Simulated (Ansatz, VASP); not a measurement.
# Ge7H8 (Ge wire along [100], 14 atoms a period, H-terminated): VASP beside Ansatz

Aim: how closely do two programs agree when they are given the same cell, functional and k mesh? Of the first pair: The structure shown is the start of the Ansatz relaxation below; VASP solves that cell, so the two are compared at the walk's first step.

Calculated with Ansatz 0.2.0; plane waves, with VASP 6.6.1 beside it; single point at PBE.

### Step 1. The structure

The cell holds 30 atoms: 14 Ge and 16 H. Cell: a = 15.801 Å, b = 15.801 Å, c = 5.760 Å, α = 90.0°, β = 90.0°, γ = 90.0°. Vacuum lies along a and b. The structure's axis is c.

### Step 2. Ansatz: relaxation, PBE

Ansatz runs on its default PAW (the set named soft_2) files.

The two programs are compared at the cell with which this relaxation starts, whose forces are those of its first step.

The input, input.yaml:

```yaml
crystal:
  lattice:
    - [15.801, 0.0, 0.0]
    - [0.0, 15.801, 0.0]
    - [0.0, 0.0, 5.76]
  atoms:
    - { symbol: Ge, position: [0.272176851, 0.636710741, 0.0] }
    - { symbol: Ge, position: [0.454443796, 0.454443796, 0.0] }
    - { symbol: Ge, position: [0.636710741, 0.636710741, 0.0] }
    - { symbol: H, position: [0.306309727, 0.306309727, 0.093634302] }
    - { symbol: H, position: [0.42031092, 0.78484481, 0.093634302] }
    - { symbol: H, position: [0.215176255, 0.579710145, 0.156365698] }
    - { symbol: H, position: [0.693711337, 0.693711337, 0.156365698] }
    - { symbol: Ge, position: [0.363310323, 0.363310323, 0.25] }
    - { symbol: Ge, position: [0.363310323, 0.727844214, 0.25] }
    - { symbol: Ge, position: [0.545577269, 0.545577269, 0.25] }
    - { symbol: H, position: [0.215176255, 0.511444392, 0.343634302] }
    - { symbol: H, position: [0.511444392, 0.215176255, 0.343634302] }
    - { symbol: H, position: [0.693711337, 0.3974432, 0.343634302] }
    - { symbol: H, position: [0.306309727, 0.78484481, 0.406365698] }
    - { symbol: Ge, position: [0.272176851, 0.454443796, 0.5] }
    - { symbol: Ge, position: [0.454443796, 0.272176851, 0.5] }
    - { symbol: Ge, position: [0.454443796, 0.636710741, 0.5] }
    - { symbol: Ge, position: [0.636710741, 0.454443796, 0.5] }
    - { symbol: H, position: [0.602577865, 0.78484481, 0.593634302] }
    - { symbol: H, position: [0.78484481, 0.602577865, 0.593634302] }
    - { symbol: H, position: [0.215176255, 0.3974432, 0.656365698] }
    - { symbol: H, position: [0.3974432, 0.215176255, 0.656365698] }
    - { symbol: Ge, position: [0.363310323, 0.545577269, 0.75] }
    - { symbol: Ge, position: [0.545577269, 0.363310323, 0.75] }
    - { symbol: Ge, position: [0.545577269, 0.727844214, 0.75] }
    - { symbol: Ge, position: [0.727844214, 0.545577269, 0.75] }
    - { symbol: H, position: [0.215176255, 0.693711337, 0.843634302] }
    - { symbol: H, position: [0.488576672, 0.78484481, 0.906365698] }
    - { symbol: H, position: [0.602577865, 0.306309727, 0.906365698] }
    - { symbol: H, position: [0.78484481, 0.488576672, 0.906365698] }
kpoints:
  mp_grid: { grid: [1, 1, 14] }
scf:
  occupations: { method: fermi_dirac, width: 0.05 }
hamiltonian:
  xc: pbe
relax:
  cell: { fix: [a, b, alpha, beta, gamma] }
  max_steps: 45
  f_tol: 0.03
```

On the command line:

```bash
$ ansatz run input.yaml --threads 4 --pin off --max-ram 16384MiB --backend cpu --events-out ev --progress --plain --runs-dir out
```

Numbers of over 12 decimals in the logs are rounded to 6 here.

Output:

```text
Engine: ansatz 0.2.0, aarch64-unknown-linux-gnu
Pseudopotentials: kind: paw
Pseudopotential: Ge, paw, valence charge 14, recommended cutoff 420 eV (normal), Ge.paw.azcp
Pseudopotential: H, paw, valence charge 1, recommended cutoff 420 eV (normal), H.paw.azcp
Functional definition: PBE
  parameter kappa = 0.804
  parameter beta = 0.066725
  exchange = pbe_x(kappa = kappa, mu = beta*pi^2/3)
  correlation = pbe_c(beta = beta)
Crystal: 30 atoms, lattice volume = 1438.108 Å³
Basis set: ecut = 420 eV, 28211 PW (Γ), exchange–correlation on 216×216×80 points (8 copies of the dense FFT grid, shifted against one another)
Bands: 136, of which v1, the nominal top of the filled ones, is band 106 counted from 1 (105 counted from 0)
Symmetry: 2 space group operations
Space group: C2 (ITA 5), of the structure as read, at distance tolerance 1.1e-4 Å
k-points: 8 of 14
Non-local potential: Ge, projectors of the file, l = 0: 2, l = 1: 2, l = 2: 3, l = 3: 1
Non-local potential: H, projectors of the file, l = 0: 2, l = 1: 1
PAW form: soft (Blöchl's): semilocal exchange-correlation on the pseudo side does not see the compensation charge
PAW one-centre angular grid: Ge, 590 points (default); XC on 64 Gauss nodes
PAW one-centre angular grid: H, 110 points (default); XC on 64 Gauss nodes
Initial density: superposition of atomic densities (neutral atoms: chi_scale 0, normalization atom), corrected by the library's trained network
Initial wavefunctions: pseudopotential atomic-orbital guess
Functional: x = pbe(κ = 0.804, μ = 0.219515), c = pbe(β = 0.066725)
SCF iter   1: F=—  HF=-60379.859160 eV  |F-HF|=—  |Δ(HF+E_count)|=         —  Δρ=1.18e-3  dr2=2.78e-2  ethr=1.77e-3  ⟨swp⟩=6.5  Hψ=4454  notcnv=0  defer=50
preconditioner: auto → Resta (q_TF=auto, 1.983 Å⁻¹)  ε∞=1.4  [insulator: Δε(μ)=2.897 eV  Ē_g=21.598 eV  σ=0.050 eV  W_gap=1.00  n_scr=182 (ndim 8)  ℏωp=14.3 eV  f_vac=0.645  D(μ)=0.00/eV (n_scr^D=0)  ε∞_Penn≈1.4  vacuum switching on, ρ_ref=3.4e-2 e/Å³]
SCF iter   2: F=—  HF=-60379.867649 eV  |F-HF|=—  |Δ(HF+E_count)|=   8.49e-3  Δρ=5.68e-4  dr2=6.28e-3  ethr=1.31e-5  ⟨swp⟩=2.0  Hψ=2147  notcnv=0  defer=191
SCF iter   3: F=—  HF=-60379.871930 eV  |F-HF|=—  |Δ(HF+E_count)|=   4.28e-3  Δρ=2.34e-4  dr2=2.18e-3  ethr=2.96e-6  ⟨swp⟩=2.0  Hψ=1744  notcnv=0  defer=191
SCF iter   4: F=—  HF=-60379.872315 eV  |F-HF|=—  |Δ(HF+E_count)|=   3.85e-4  Δρ=1.03e-4  dr2=3.79e-4  ethr=1.03e-6  ⟨swp⟩=3.0  Hψ=1744  notcnv=0  defer=191
SCF iter   5: F=—  HF=-60379.872288 eV  |F-HF|=—  |Δ(HF+E_count)|=   2.69e-5  Δρ=4.51e-5  dr2=5.50e-5  ethr=1.79e-7  ⟨swp⟩=2.0  Hψ=1696  notcnv=0  defer=191
SCF iter   6: F=—  HF=-60379.872783 eV  |F-HF|=—  |Δ(HF+E_count)|=   4.95e-4  Δρ=1.17e-5  dr2=2.94e-6  ethr=2.60e-8  ⟨swp⟩=2.0  Hψ=1830  notcnv=0  defer=192
SCF iter   7: F=—  HF=-60379.872786 eV  |F-HF|=—  |Δ(HF+E_count)|=   2.46e-6  Δρ=5.50e-6  dr2=1.60e-6  ethr=1.39e-9  ⟨swp⟩=2.0  Hψ=1207  notcnv=0  defer=192
SCF iter   8: F=-60379.872786 eV  HF=-60379.872786 eV  |F-HF|=1.11e-7  |Δ(HF+E_count)|=   1.09e-7  Δρ=2.17e-6  dr2=9.71e-8  ethr=4.72e-11  ⟨swp⟩=3.0  Hψ=3900  notcnv=0
SCF 1 converged in 8 iterations: F = -60379.872786 eV  dr2 = 9.71e-8
  greatest PAW one-centre occupation: 0.998 electrons in one spin orbital (limit 2), on the Ge atom at site 24 (counted from 0), in its partial waves of l = 2
relax step   1: F+E_penalty+E_count = -60379.87278597 eV  Δ(F+E_penalty+E_count) = +0.000e0 eV  max|allowed force component| = 3.055e-1 eV/Å  Δτ_max = 0.0000 Å  P = -0.424 GPa  Ω = 1438.108 Å³  fix = [a, b, alpha, beta, gamma]  reactions: a -0.475, b -0.475 GPa; alpha +0.103, beta +0.103, gamma -0.003 GPa/rad  (8 SCF iters, dr2 threshold 1.00e-7 eV, accepted)
[...]
relax step   7: F+E_penalty+E_count = -60380.26683879 eV  Δ(F+E_penalty+E_count) = -1.094e-3 eV  max|allowed force component| = 2.249e-2 eV/Å  Δτ_max = 0.0351 Å  P = -0.008 GPa  Ω = 1446.771 Å³  energy of the carried Pulay correction = -1.461e-3 eV  fix = [a, b, alpha, beta, gamma]  reactions: a -0.009, b -0.009 GPa; alpha -0.004, beta -0.004, gamma +0.001 GPa/rad  (10 SCF iters, accepted)
[...]
relax step   8: F+E_penalty+E_count = -60380.26835107 eV  Δ(F+E_penalty+E_count) = -1.512e-3 eV  max|allowed force component| = 2.256e-2 eV/Å  Δτ_max = 0.0000 Å  P = -0.007 GPa  Ω = 1446.771 Å³  fix = [a, b, alpha, beta, gamma]  reactions: a -0.008, b -0.008 GPa; alpha -0.004, beta -0.004, gamma +0.001 GPa/rad  stress off target by 3.38e-3 GPa on what of the cell is left free  SCF on the basis re-selected at this cell (its energy is not comparable with the rows above)  (7 SCF iters)
basis re-selected at this cell: Δ(F+E_penalty+E_count) = -1.512e-3 eV, ΔP = +0.001 GPa vs the last step (what re-selecting the basis moved, of the pressure what is left beyond the Pulay correction that the steps carried, after the strain that the cell walked since its last selection, with what the two solves' SCF thresholds leave and, on support functions, any second-order correction that the steps lacked; it is no m [...]
SCF converged after 7 iterations
Free energy (F): -60380.268351 eV
Harris-Foulkes:  -60380.268351 eV  (|F-HF|=5.89e-8)
Internal energy: -60380.268351 eV  (E = F + TS)
E sigma→0 (E₀):  -60380.268351 eV
Fermi energy:    -1.140699 eV
--- Per-component energies (eV) ---
  E_band       = -4094.830742
  E_kinetic    = 1762.914347
  E_local      = -112763.182837  (includes V_loc(G=0)·N_el)
  E_nonlocal   = 5896.372510
  E_hartree    = 53250.979704
  E_xc         = -1191.378756
  E_vxc        = -1076.158073  (∫ρ·V_xc dr)
  E_paw        = -28300.332454  (= ΣΔE_a)
  E_vpaw       = -4416.722101  (= ΣTr[D̂ρ^β])
  E_aug_tail   = -0.015870  (compensation charges beyond the density's cutoff)
  E_ewald      = 20964.375005
  E_smearing   = -0.000000  (= −TS)
  E_closure    = -0.000000  (closes the sum)
  Σ components = -60380.268351   (vs F -60380.268351, Δ=0.00e0)
--- Forces (eV/Å), atoms counted from 1 ---
  atom   1  Ge    -0.02256014     0.01231310    -0.01170477
  atom   2  Ge     0.00165089     0.00790280     0.00190650
  atom   3  Ge     0.00125938     0.00322231    -0.00126447
  atom   4  H      0.00012891     0.00033337     0.00113411
  atom   5  H     -0.01430341    -0.01451806     0.00842631
  atom   6  H      0.01451806     0.01430341    -0.00842631
  atom   7  H     -0.00033337    -0.00012891    -0.00113411
  atom   8  Ge    -0.00322231    -0.00125938     0.00126447
  atom   9  Ge    -0.01231310     0.02256014     0.01170477
  atom  10  Ge    -0.00790280    -0.00165089    -0.00190650
  atom  11  H      0.01249886    -0.01132744     0.00967339
  atom  12  H     -0.00247691     0.00264080     0.00224989
  atom  13  H     -0.00063824     0.00000165     0.00038850
  atom  14  H      0.01825853    -0.01061571    -0.01678706
  atom  15  Ge    -0.02215342    -0.00935473     0.01074991
  atom  16  Ge     0.00118693    -0.00303982    -0.00197530
  atom  17  Ge     0.00073177    -0.00071116    -0.00140161
  atom  18  Ge     0.00494102    -0.00110587    -0.00035495
  atom  19  H     -0.01482244    -0.00908620     0.01729414
  atom  20  H      0.00059964    -0.00235425     0.00301586
  atom  21  H      0.00908620     0.01482244    -0.01729414
  atom  22  H      0.00235425    -0.00059964    -0.00301586
  atom  23  Ge     0.00071116    -0.00073177     0.00140161
  atom  24  Ge     0.00110587    -0.00494102     0.00035495
  atom  25  Ge     0.00935473     0.02215342    -0.01074991
  atom  26  Ge     0.00303982    -0.00118693     0.00197530
  atom  27  H      0.01061571    -0.01825853     0.01678706
  atom  28  H      0.01132744    -0.01249886    -0.00967339
  atom  29  H     -0.00000165     0.00063824    -0.00038850
  atom  30  H     -0.00264080     0.00247691    -0.00224989
  max |Σ_I F_I| component: 5.59e-7 eV/Å
--- Stress (GPa, compression-positive) ---
       -0.008335      -0.000627       0.004197
       -0.000627      -0.008335       0.004197
        0.004197       0.004197      -0.003378
  P = ⅓ Tr σ = -0.0067 GPa (-0.067 kbar)
--- Relaxed structure (7 steps of the walk, 6 accepted, 1 SCFs on fresh bases) ---
  F+E_penalty+E_count = -60380.26835107 eV   max|allowed force component| = 2.256e-2 eV/Å   (the final SCF, on the basis selected at the relaxed cell)
  cell:  # Å, volume = 1446.7706 Å³
    - [15.801, 0, 0]
    - [0, 15.801, 0]
    - [0, 0, 5.794694]
  atoms:
    - { symbol: Ge, position: [0.276152, 0.643785, -0.019529] }
    - { symbol: Ge, position: [0.453643, 0.455797, 0.00254032] }
    - { symbol: Ge, position: [0.633730, 0.634509, -0.00658084] }
    - { symbol: H, position: [0.307408, 0.309600, 0.105117] }
    - { symbol: H, position: [0.406788, 0.794779, 0.147685] }
    - { symbol: H, position: [0.205242, 0.593233, 0.102315] }
    - { symbol: H, position: [0.690421, 0.692613, 0.144883] }
    - { symbol: Ge, position: [0.365512, 0.366291, 0.256581] }
    - { symbol: Ge, position: [0.356236, 0.723869, 0.269529] }
    - { symbol: Ge, position: [0.544224, 0.546378, 0.247460] }
    - { symbol: H, position: [0.206400, 0.496862, 0.393167] }
    - { symbol: H, position: [0.514597, 0.220949, 0.346506] }
    - { symbol: H, position: [0.688717, 0.399571, 0.351003] }
    - { symbol: H, position: [0.293160, 0.767458, 0.436292] }
    - { symbol: Ge, position: [0.277222, 0.448949, 0.523166] }
    - { symbol: Ge, position: [0.455880, 0.276485, 0.497232] }
    - { symbol: Ge, position: [0.453495, 0.635187, 0.497215] }
    - { symbol: Ge, position: [0.632618, 0.457914, 0.503762] }
    - { symbol: H, position: [0.613547, 0.766477, 0.558142] }
    - { symbol: H, position: [0.783441, 0.599811, 0.605778] }
    - { symbol: H, position: [0.233544, 0.386474, 0.691858] }
    - { symbol: H, position: [0.400210, 0.216580, 0.644222] }
    - { symbol: Ge, position: [0.364834, 0.546526, 0.752785] }
    - { symbol: Ge, position: [0.542108, 0.367404, 0.746238] }
    - { symbol: Ge, position: [0.551072, 0.722800, 0.726834] }
    - { symbol: Ge, position: [0.723536, 0.544141, 0.752768] }
    - { symbol: H, position: [0.232563, 0.706861, 0.813708] }
    - { symbol: H, position: [0.503159, 0.793621, 0.856833] }
    - { symbol: H, position: [0.600450, 0.311304, 0.898997] }
    - { symbol: H, position: [0.779072, 0.485424, 0.903494] }
```

(Part 1 of 3 ends here.)

[Lines on the potential files, build, host, timing and source positions are cut from VASP's logs without a mark.]

[Logs are printed without paths, hosts, clocks, repeated set-up lines and the standing remarks that a program may print on its own settings, such as how far it seeks lower states.]

[Hosts, paths, dates, database ids (printed as entryN), source tags and the programs' standing remarks are cut or masked in the printed files.]
